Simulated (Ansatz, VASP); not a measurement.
Two plane-wave programs on NaTaH3

Contents of INCAR:

```
SYSTEM = NaTaH3
ALGO = Normal
EDIFF = 1E-6
ENCUT = 520
GGA = PE
ISIF = 2
ISMEAR = 1
LASPH = .TRUE.
LCHARG = .FALSE.
LREAL = .FALSE.
LWAVE = .FALSE.
NBANDS = 32
NELM = 100
PREC = Accurate
SIGMA = 0.0117
```

The input KPOINTS:

```
k-points
0
G
  5 5 7
  0 0 0
```

File POSCAR:

```
NaTaH3
1.0
    5.5357230000      0.0000000000      0.0000000000
    0.0000000000      5.5357230000      0.0000000000
    0.0000000000      0.0000000000      3.9231690000
Ta Na H
2 2 6
Direct
    0.0000000000      0.0000000000      0.0000000000
    0.5000000000      0.5000000000      0.0000000000
    0.0000000000      0.5000000000      0.5000000000
    0.5000000000      0.0000000000      0.5000000000
    0.0000000000      0.0000000000      0.5000000000
    0.5000000000      0.5000000000      0.5000000000
    0.2741000000      0.7741000000      0.0000000000
    0.2259000000      0.2741000000      0.0000000000
    0.7259000000      0.2259000000      0.0000000000
    0.7741000000      0.7259000000      0.0000000000
```

Input for Ansatz:

```yaml
crystal:
  lattice:
    - [5.535723, 0.0, 0.0]
    - [0.0, 5.535723, 0.0]
    - [0.0, 0.0, 3.923169]
  atoms:
    - { symbol: Ta, position: [0.0, 0.0, 0.0] }
    - { symbol: Ta, position: [0.5, 0.5, 0.0] }
    - { symbol: Na, position: [0.0, 0.5, 0.5] }
    - { symbol: Na, position: [0.5, 0.0, 0.5] }
    - { symbol: H, position: [0.0, 0.0, 0.5] }
    - { symbol: H, position: [0.5, 0.5, 0.5] }
    - { symbol: H, position: [0.2741, 0.7741, 0.0] }
    - { symbol: H, position: [0.2259, 0.2741, 0.0] }
    - { symbol: H, position: [0.7259, 0.2259, 0.0] }
    - { symbol: H, position: [0.7741, 0.7259, 0.0] }
  symmetry: { tolerance: 0.0003 }
kpoints:
  mp_grid: { grid: [5, 5, 7], shift: [0, 0, 0] }
  band_path:
    path:
      - [0.0, 0.0, 0.0]
      - [0.0, 0.5, 0.0]
      - [0.5, 0.5, 0.0]
      - [0.0, 0.0, 0.0]
      - [0.0, 0.0, 0.5]
      - [0.0, 0.5, 0.5]
      - [0.5, 0.5, 0.5]
      - [0.0, 0.0, 0.5]
      - [0.0, 0.5, 0.0]
      - [0.0, 0.5, 0.5]
      - [0.5, 0.5, 0.0]
    npoints: 6
magnetization:
  spin_polarized: false
scf:
  occupations: { method: methfessel_paxton, width: 0.0117 }
  lower_state_search: "off"
  max_iter: 200
hamiltonian:
  pseudopotentials: { kind: paw }
  xc: pbe
basis:
  ecutwfc: 420
  fft_grid_basis: typed
output:
  forces: true
  stress: true
  eigenvalues: true
  bader: true
  populations: true
  elf: true
  write_potential: true
  volumetric_format: npy
  dos:
    e_range: [-12, 8]
    de: 0.05
    projected: { site_lists: { H: [H], Na: [Na], Ta: [Ta] } }
checkpoint:
  read: saved_state
```

Alike in both runs: task single point; functional PBE; k mesh 5 × 5 × 7; occupations methfessel-paxton of order 1, width 0.0117 eV; no spin polarisation.

|  | VASP | Ansatz |
| --- | --- | --- |
| version | VASP 6.6.1 | Ansatz 0.2.0 |
| potentials or method | VASP PAW PBE potentials, release 64 (Ta_pv, Na_pv, H) | PAW plane waves |
| plane-wave cutoff (eV) | 520 | 420 |
| valence electrons in the cell | 42 | 50 |

```tsv
	VASP	Ansatz	Ansatz less VASP
pressure (GPa)	-7.8	-7.8	+0.03
largest component of the traceless stress (GPa)	1.21	1.21	-0.001
rms of the force components (eV/Å)	0.017	0.017	+0.0002
```

Atom by atom the forces differ by 0.000 eV/Å (rms over components). The two sets of potentials don't hold the same shells in valence.

The runs have no spin-orbit coupling, so splittings on Ta are missing.
